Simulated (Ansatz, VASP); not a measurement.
## Pt2F: VASP beside Ansatz

The input POSCAR:

```
Pt2F
1.0
    0.0000000000      2.8524300000      2.8524300000
    2.8524300000      0.0000000000      2.8524300000
    2.8524300000      2.8524300000      0.0000000000
Pt F
2 1
Direct
    0.2500000000      0.2500000000      0.2500000000
    0.7500000000      0.7500000000      0.7500000000
    0.0000000000      0.0000000000      0.0000000000
```

File INCAR.step1:

```
  PREC = Accurate
  ENCUT = 520
  EDIFF = 1E-5
  ISMEAR = -1
  SIGMA = 0.05
  LREAL = F
  LASPH = T
  NELM = 60
  ALGO = Normal
  ISIF = 2
  LWAVE = T
  LCHARG = F
  NBANDS = 20
  GGA = PE
```

INCAR.step2

```
  PREC = Accurate
  ENCUT = 520
  EDIFF = 1E-7
  ISMEAR = -1
  SIGMA = 0.05
  LREAL = F
  LASPH = T
  NELM = 60
  ALGO = Normal
  ISIF = 2
  LWAVE = F
  LCHARG = F
  GGA = PE
  LHFCALC = T
  HFSCREEN = 0.6
  AEXX = 0.25
  PRECFOCK = Fast
  NBANDS = 20
  ISTART = 1
```

File KPOINTS:

```
regular mesh
0
Gamma
  4 4 4
```

input.yaml

```yaml
crystal:
  lattice:
    - [0.0, 2.85243, 2.85243]
    - [2.85243, 0.0, 2.85243]
    - [2.85243, 2.85243, 0.0]
  atoms:
    - { symbol: Pt, position: [0.25, 0.25, 0.25] }
    - { symbol: Pt, position: [0.75, 0.75, 0.75] }
    - { symbol: F, position: [0.0, 0.0, 0.0] }
hamiltonian:
  xc: { exchange: pbe, correlation: pbe, exx: { coeff: 0.25, omega: 0.6 } }
  pseudopotentials: { kind: paw }
kpoints:
  mp_grid: { grid: [4, 4, 4] }
scf:
  occupations: { method: fermi_dirac, width: 0.05 }
output:
  forces: true
  stress: true
  eigenvalues: true
```

The cell was built by a generator and needn't be a form met in nature.

Alike in both runs: task single point; functional HSE(alpha, omega); k mesh 4 × 4 × 4; occupations fermi-dirac, width 0.05 eV; no spin polarisation.

|  | VASP | Ansatz |
| --- | --- | --- |
| version | VASP 6.6.1 | Ansatz 0.2.0 |
| potentials or method | VASP PAW PBE potentials, release 64 (Pt, F) | Ansatz PAW |
| plane-wave cutoff (eV) | 520 | 420 |
| valence electrons in the cell | 27 | 43 |

```csv
,VASP,Ansatz,Ansatz less VASP
gap on the k mesh at the Fermi level (eV),none,none,-
pressure (GPa),-1.7,-1.8,-0.09
```

A gap of «none» marks a metal or a gap that the smearing closes. The two sets of potentials don't hold the same shells in valence.

Caveats: the k mesh is coarse (spacing up to 0.48 Å⁻¹), so the values aren't converged, least of all with exact exchange; an odd number of electrons without spin polarisation forces a metal; a magnetic or distorted state may lie lower; the PAW data sets were made with another functional, which shifts forces and pressure a little (VASP); the PAW data sets come from PBE, with cores solved anew for the run's functional, which leaves a small shift of forces and pressure (Ansatz); the thresholds are loose for stress (Ansatz). Spin-orbit coupling is left out, which matters for the levels of Pt.
